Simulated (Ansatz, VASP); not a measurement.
# CaH2S2 in two plane-wave programs, part 3 of 3

Aim: how closely do two programs agree when they are given the same cell, functional and k mesh? The cell is generated by rule, not measured, and may not be a known phase. The cell is taken from a series of runs on this material, whose earlier steps may have relaxed, scaled, displaced or heated it; both programs get it as it stands.

VASP 6.6.1 and Ansatz 0.2.0.

So far: Starting point; VASP: zone-centre phonons, PBEsol.

The structure was built from a prototype and need not be the compound's stable phase.

### Step 3. Ansatz: zone-centre phonons, PBEsol

Level of this step: Ansatz beside VASP: Kohn-Sham DFT, plane waves, PBEsol (Ansatz).

Ansatz runs on norm-conserving files, of PseudoDojo where its log says so.

The same cell, functional and mesh now go to Ansatz, which takes its cutoff from its data sets.

input.yaml

```yaml
crystal:
  lattice:
    - [4.3229411528, 0.0, 0.0]
    - [-2.1614705764, 3.7437768574, 0.0]
    - [0.0, 0.0, 5.7817138957]
  atoms:
    - { symbol: Ca, position: [0.0, 0.0, 0.0] }
    - { symbol: H, position: [0.3333333333, 0.6666666667, 0.538127925] }
    - { symbol: H, position: [0.6666666667, 0.3333333333, 0.461872075] }
    - { symbol: S, position: [0.3333333333, 0.6666666667, 0.7727689993] }
    - { symbol: S, position: [0.6666666667, 0.3333333333, 0.2272310007] }
kpoints:
  mp_grid: { grid: [6, 6, 4] }
hamiltonian:
  xc: pbesol
  pseudopotentials: { kind: nc, accuracy: standard }
scf:
  occupations: { method: fixed }
output:
  eigenvalues: true
phonons:
  method: dfpt
  dielectric: true
  rigid_motions: translations
  raman: true
```

On the command line:

```console
$ ansatz run input.yaml --threads 8 --pin off --max-ram 14336MiB --backend cpu --events-out ev --progress --plain --runs-dir out
```

Numbers of over 12 decimals in the logs are rounded to 6 here.

What it wrote:

```text
Engine: ansatz 0.2.0, aarch64-unknown-linux-gnu
Pseudopotentials: kind: nc
Pseudopotential: Ca, nc, valence charge 10, recommended cutoff 925.187132 eV (normal), Ca.nc.azcp (PseudoDojo's, or run here from an input of PseudoDojo's; its table is named by hamiltonian.pseudopotentials.accuracy)
Pseudopotential: H, nc, valence charge 1, recommended cutoff 979.609905 eV (normal), H.nc.azcp (PseudoDojo's, or run here from an input of PseudoDojo's; its table is named by hamiltonian.pseudopotentials.accuracy)
Pseudopotential: S, nc, valence charge 6, recommended cutoff 707.496042 eV (normal), S.nc.azcp (PseudoDojo's, or run here from an input of PseudoDojo's; its table is named by hamiltonian.pseudopotentials.accuracy)
Functional definition: PBEsol
  exchange = pbesol_x
  correlation = pbesol_c
Crystal: 5 atoms, lattice volume = 93.572 Å³
Basis set: ecut = 979.609905 eV, 6521 PW (Γ), exchange–correlation on 90×90×120 points (8 copies of the dense FFT grid, shifted against one another)
Bands: 17, of which v1, the nominal top of the filled ones, is band 12 counted from 1 (11 counted from 0)
Symmetry: 12 space group operations
k-points: 47 of 144 (irreducible under 2 space group operations, time reversal used)
Non-local potential: Ca, projectors of the file, l = 0: 2, l = 1: 2, l = 2: 2
Non-local potential: H, projectors of the file, l = 0: 2, l = 1: 1
Non-local potential: S, projectors of the file, l = 0: 2, l = 1: 2, l = 2: 2
Initial density: superposition of atomic densities (chi_scale 0.1, normalization cell, long waves kept (reshape's long-wave potential 0.03 eV rms))
Initial wavefunctions: pseudopotential atomic-orbital guess
Functional: x = pbesol(κ = 0.804, μ = 0.123457), c = pbesol(β = 0.046)
SCF iter   1: F=—  HF=-1688.562562 eV  |F-HF|=—  |Δ(HF+E_count)|=         —  Δρ=5.30e-2  dr2=4.88e0  ethr=3.10e-3  ⟨swp⟩=9.7  Hψ=6239  notcnv=0  defer=130
preconditioner: auto → Resta (q_TF=auto, 2.175 Å⁻¹)  ε∞=4.2  [insulator: Δε(μ)=2.360 eV  Ē_g=8.638 eV  n_scr=22 (ndim 8)  ℏωp=15.4 eV  f_vac=0.000  ε∞_Penn≈4.2]
SCF iter   2: F=—  HF=-1687.277429 eV  |F-HF|=—  |Δ(HF+E_count)|=    1.29e0  Δρ=2.49e-2  dr2=9.76e-1  ethr=3.10e-3  ⟨swp⟩=5.8  Hψ=2668  notcnv=0  defer=115
SCF iter   3: F=—  HF=-1686.972219 eV  |F-HF|=—  |Δ(HF+E_count)|=   3.05e-1  Δρ=6.32e-3  dr2=6.40e-2  ethr=3.10e-3  ⟨swp⟩=5.9  Hψ=2071  notcnv=0  defer=125
SCF iter   4: F=—  HF=-1686.969676 eV  |F-HF|=—  |Δ(HF+E_count)|=   2.54e-3  Δρ=1.68e-3  dr2=3.04e-3  ethr=2.67e-4  ⟨swp⟩=5.0  Hψ=1725  notcnv=0  defer=138
SCF iter   5: F=—  HF=-1686.972809 eV  |F-HF|=—  |Δ(HF+E_count)|=   3.13e-3  Δρ=4.01e-4  dr2=2.00e-4  ethr=1.27e-5  ⟨swp⟩=4.1  Hψ=1428  notcnv=0  defer=139
SCF iter   6: F=—  HF=-1686.973322 eV  |F-HF|=—  |Δ(HF+E_count)|=   5.13e-4  Δρ=9.16e-5  dr2=1.58e-5  ethr=8.31e-7  ⟨swp⟩=3.1  Hψ=1327  notcnv=0  defer=139
SCF iter   7: F=—  HF=-1686.973372 eV  |F-HF|=—  |Δ(HF+E_count)|=   5.00e-5  Δρ=3.20e-5  dr2=1.34e-6  ethr=6.60e-8  ⟨swp⟩=2.6  Hψ=1429  notcnv=0  defer=139
SCF iter   8: F=—  HF=-1686.973321 eV  |F-HF|=—  |Δ(HF+E_count)|=   5.05e-5  Δρ=8.80e-6  dr2=1.08e-7  ethr=5.59e-9  ⟨swp⟩=2.1  Hψ=1341  notcnv=0  defer=138
SCF iter   9: F=—  HF=-1686.973321 eV  |F-HF|=—  |Δ(HF+E_count)|=   1.49e-7  Δρ=1.90e-6  dr2=4.83e-9  ethr=4.49e-10  ⟨swp⟩=2.3  Hψ=1174  notcnv=0  defer=138
SCF iter  10: F=—  HF=-1686.973321 eV  |F-HF|=—  |Δ(HF+E_count)|=   6.12e-9  Δρ=4.96e-7  dr2=2.92e-10  ethr=2.01e-11  ⟨swp⟩=3.0  Hψ=1458  notcnv=0  defer=138
SCF iter  11: F=-1686.973321 eV  HF=-1686.973321 eV  |F-HF|=3.18e-11  |Δ(HF+E_count)|=  3.20e-10  Δρ=1.19e-7  dr2=1.44e-11  ethr=1.00e-12  ⟨swp⟩=23.2  Hψ=9648  notcnv=0
SCF 1 converged in 11 iterations: F = -1686.973321 eV  dr2 = 1.44e-11
DFPT response loops at Γ: preconditioner auto → Resta (q_TF=auto, 2.175 Å⁻¹)  ε∞=4.3 (no band partly filled); β = 1.00, the filter's whole step (`scf.mixing.beta` (0.50) is not read by the response loops at its default; to damp them type it under 1.00, their step now; it binds the ground state too); Broyden in place of MSR1
── the response to a field inside a basis, on 8×8×6 k-points: an SCF that follows is theirs, and a resumed run solves both again ──
Bands: 13, of which v1, the nominal top of the filled ones, is band 12 counted from 1 (11 counted from 0)
k-points: 108 of 384 (irreducible under 4 space group operations)
Initial density: handed on by an earlier stage of this run
Initial wavefunctions: pseudopotential atomic-orbital guess (no wavefunctions were taken with the density)
Eigensolver: Dense (108 Hₖ)
SCF iter   1: F=—  HF=-1686.969972 eV  |F-HF|=—  |Δ(HF+E_count)|=         —  Δρ=6.19e-5  dr2=3.89e-7  ethr=1.00e-1
preconditioner: auto → Resta (q_TF=auto, 2.175 Å⁻¹)  ε∞=4.3  [insulator: Δε(μ)=3.284 eV  Ē_g=8.498 eV  n_scr=22 (ndim 8)  ℏωp=15.4 eV  f_vac=0.033  ε∞_Penn≈4.3]
SCF iter   2: F=—  HF=-1686.969973 eV  |F-HF|=—  |Δ(HF+E_count)|=   1.18e-6  Δρ=3.21e-5  dr2=1.07e-7  ethr=1.62e-9
SCF iter   3: F=—  HF=-1686.969974 eV  |F-HF|=—  |Δ(HF+E_count)|=   4.61e-7  Δρ=1.00e-6  dr2=9.44e-10  ethr=4.48e-10
SCF iter   4: F=—  HF=-1686.969974 eV  |F-HF|=—  |Δ(HF+E_count)|=   1.15e-9  Δρ=3.70e-7  dr2=1.77e-10  ethr=3.93e-12
SCF iter   5: F=-1686.969974 eV  HF=-1686.969974 eV  |F-HF|=2.46e-11  |Δ(HF+E_count)|=  3.19e-10  Δρ=7.49e-8  dr2=9.03e-12  ethr=1.00e-12
[...]
k-point 0: bands = [... 8 lower, 1.4316, 1.4316, 2.7258, 2.7258, 6.4518, 6.5684, 7.3523, 7.7424, ... 1 higher]
  k-point 1: bands = [... 8 lower, 1.4979, 1.4979, 2.6195, 2.6195, 6.3817, 7.1180, 7.6457, 7.6457, ... 1 higher]
  k-point 2: bands = [... 8 lower, 1.5778, 1.5778, 2.5010, 2.5010, 6.4442, 7.5540, 7.5540, 7.6295, ... 1 higher]
  k-point 46: bands = [... 8 lower, 0.8564, 1.4404, 1.5695, 2.1006, 6.8116, 7.2906, 8.2185, 8.7396, ... 1 higher]
--- Phonons (Γ-DFPT): 6 representative perturbations + reference, on 47 of 144 k-points (Σ response iterations 21) ---
  k mesh reduced under 2 symmetry operations, with k and −k counted as one. Each operation leaves every solved perturbation unchanged. A smaller set is not considered because the run solves the response to a homogeneous field
  ASR residual: 2.941e-4 → 0.000e0 eV/Å²; symmetrization residual: 1.496e-6 eV/Å²
  ASR residual per site (eV/Å²): 2.94e-4 3.16e-5 3.16e-5 2.71e-5 2.71e-5
  Γ frequencies (cm⁻¹): 0.00 0.00 0.00 153.68 153.68 202.73 206.04 206.04 226.50 250.54 250.54 465.52 465.52 2559.14 2564.89
  ε∞ (high-frequency dielectric tensor):
        3.794297     0.000000    -0.000000
        0.000000     3.794297     0.000000
       -0.000000     0.000000     3.487277
  ε⁰ (static dielectric tensor: ions relaxed, cell fixed):
        6.391144    -0.000000    -0.000000
       -0.000000     6.391144    -0.000000
       -0.000000    -0.000000     4.789898
  ε⁰ − ε∞ (ionic part):
        2.596847    -0.000000    -0.000000
       -0.000000     2.596847    -0.000000
       -0.000000    -0.000000     1.302621
  softest optical mode at Γ: 153.68 cm⁻¹; the repairs (sum rule, projections) moved no ω² at Γ by more than (3.82 cm⁻¹)²
  Born effective charges Z* (e; rows j = field, columns β = displacement):
    site 0:
         2.44816   -0.00000    0.00000
         0.00000    2.44816    0.00000
         0.00000    0.00000    1.76046
    site 1:
         0.11628   -0.00000   -0.00000
        -0.00000    0.11628    0.00000
        -0.00000    0.00000    0.26916
    site 2:
         0.11628   -0.00000   -0.00000
        -0.00000    0.11628    0.00000
        -0.00000    0.00000    0.26916
    site 3:
        -1.34036    0.00000    0.00000
         0.00000   -1.34036   -0.00000
         0.00000   -0.00000   -1.14940
    site 4:
        -1.34036    0.00000    0.00000
         0.00000   -1.34036   -0.00000
         0.00000   -0.00000   -1.14940
  Z* charge neutrality: 4.687e-4 e pre-enforcement
  solved inside a basis spanned on kpoints, on 8×8×6 k-points: ε∞ is read to err by 8.9e-3, Z* by 1.1e-2 e (field_mesh: kpoints solves on kpoints); Z* is corrected for what the basis lacks
  Raman tensors (in the event stream and the table raman_tensors.tsv): an entry may err by 1.1e-2 Å², one of the second-order susceptibility by 7.1e-20 pm/V (basis, points and sum rule); their sum over the sites missed zero by 4.441e-16 Å² ahead of its enforcement
  optical modes at Γ without the LO–TO term, one row a degenerate level:
      ω (cm⁻¹)  modes    IR ((D/Å)²/amu)  static Raman (Å⁴/amu)  depolarisation
        153.68      2             0.0000                 2.4454           0.750
        202.73      1             0.0000                22.4474           0.041
        206.04      2             2.0750                 0.0000               —
        226.50      1             2.8998                 0.0000               —
        250.54      2            11.2344                 0.0000               —
        465.52      2             0.0000               225.9936           0.750
       2559.14      1             0.0000              5345.4769           0.076
       2564.89      1             4.1020                 0.0000               —
  optical modes at Γ + LO–TO along q̂ = [1.0000, 0.0000, 0.0000]:
      ω (cm⁻¹)  modes    IR ((D/Å)²/amu)  static Raman (Å⁴/amu)  depolarisation
        153.68      2             0.0000                 2.4454           0.750
        202.73      1             0.0000                22.4474           0.041
        206.04      1             1.0375                 0.0000               —
        211.26      1             0.1176                 0.0000               —
        226.50      1             2.8998                 0.0000               —
        250.54      1             5.6172                 0.0000               —
        317.12      1             6.5371                 0.0000               —
        465.52      2             0.0000               225.9936           0.750
       2559.14      1             0.0000              5345.4769           0.076
       2564.89      1             4.1020                 0.0000               —
  optical modes at Γ + LO–TO along q̂ = [0.0000, 1.0000, 0.0000]:
      ω (cm⁻¹)  modes    IR ((D/Å)²/amu)  static Raman (Å⁴/amu)  depolarisation
        153.68      2             0.0000                 2.4454           0.750
        202.73      1             0.0000                22.4474           0.041
        206.04      1             1.0375                 0.0000               —
        211.26      1             0.1176                 0.0000               —
        226.50      1             2.8998                 0.0000               —
        250.54      1             5.6172                 0.0000               —
        317.12      1             6.5371                 0.0000               —
        465.52      2             0.0000               225.9936           0.750
       2559.14      1             0.0000              5345.4769           0.076
       2564.89      1             4.1020                 0.0000               —
  optical modes at Γ + LO–TO along q̂ = [0.0000, 0.0000, 1.0000]:
      ω (cm⁻¹)  modes    IR ((D/Å)²/amu)  static Raman (Å⁴/amu)  depolarisation
        153.68      2             0.0000                 2.4454           0.750
        202.73      1             0.0000                22.4474           0.041
        206.04      2             2.0750                 0.0000               —
        250.54      2            11.2344                 0.0000               —
        264.91      1             2.8760                 0.0000               —
        465.52      2             0.0000               225.9936           0.750
       2559.14      1             0.0000              5345.4769           0.076
       2570.13      1             4.1258                 0.0000               —
[key lines of the parts left out:]
SCF converged after 11 iterations
Free energy (F): -1686.973321 eV
Fermi energy:    2.725750 eV
```

The column dr2 measures how far the density is from self-consistency, as an energy; F and HF (Harris–Foulkes) agree once it is small.

### Step 4. Side by side

Known differences besides the potentials themselves: fixed occupations in Ansatz, narrow Gaussian smearing in VASP; VASP's response is taken on the typed mesh, Ansatz refines its own for the field response alone; the cutoff is 979.61 eV in Ansatz and 500 eV in VASP. Total energies have different zeros and are not compared.

The two programs side by side:

```
                                     quantity  Ansatz    VASP  difference
                                        ε∞ xx    3.79    3.80     -0.25 %
                                        ε∞ yy    3.79    3.80     -0.25 %
                                        ε∞ zz    3.49    3.48     +0.08 %
Born charge of Ca1 (mean of the diagonal) (e)    2.22    2.22        0.00
 Born charge of H2 (mean of the diagonal) (e)    0.17    0.17        0.00
 Born charge of S4 (mean of the diagonal) (e)   -1.28   -1.28        0.00
                   optical mode 1 to 2 (cm⁻¹)   153.7   154.9     -0.79 %
                        optical mode 3 (cm⁻¹)   202.7   202.9     -0.08 %
                   optical mode 4 to 5 (cm⁻¹)   206.0   212.6     -3.09 %
                        optical mode 6 (cm⁻¹)   226.5   227.5     -0.43 %
                   optical mode 7 to 8 (cm⁻¹)   250.5   256.4     -2.28 %
                  optical mode 9 to 10 (cm⁻¹)   465.5   470.3     -1.02 %
                       optical mode 11 (cm⁻¹)  2559.1  2567.3     -0.32 %
                       optical mode 12 (cm⁻¹)  2564.9  2573.4     -0.33 %
```

Modes are paired by rising frequency, not by their patterns, so a pair may set unlike modes beside each other; they are those without the splitting of longitudinal modes.

### Step 5. Outcome

* r.m.s. difference of the optical zone-centre modes, each program's sorted by frequency (zone-centre phonons, PBEsol): 5.4 cm⁻¹
* difference in optical mode 4 to 5 (zone-centre phonons, PBEsol): -3.1 %

The r.m.s. difference of the optical zone-centre modes, each program's sorted by frequency is 5.4 cm⁻¹ (zone-centre phonons, PBEsol). Among the rows given in per cent, the largest difference of the zone-centre phonons, PBEsol pair is in optical mode 4 to 5, -3.1 %. Such differences can come from data sets, numerical settings and the points named under the comparisons, not from the functional's error against experiment.

[Lines on the potential files, build, host, timing and source positions are cut from VASP's logs without a mark.]

[Logs are printed without paths, hosts, clocks, repeated set-up lines and the standing remarks that a program may print on its own settings, such as how far it seeks lower states.]

[Hosts, paths, dates, database ids (printed as entryN), source tags and the programs' standing remarks are cut or masked in the printed files.]
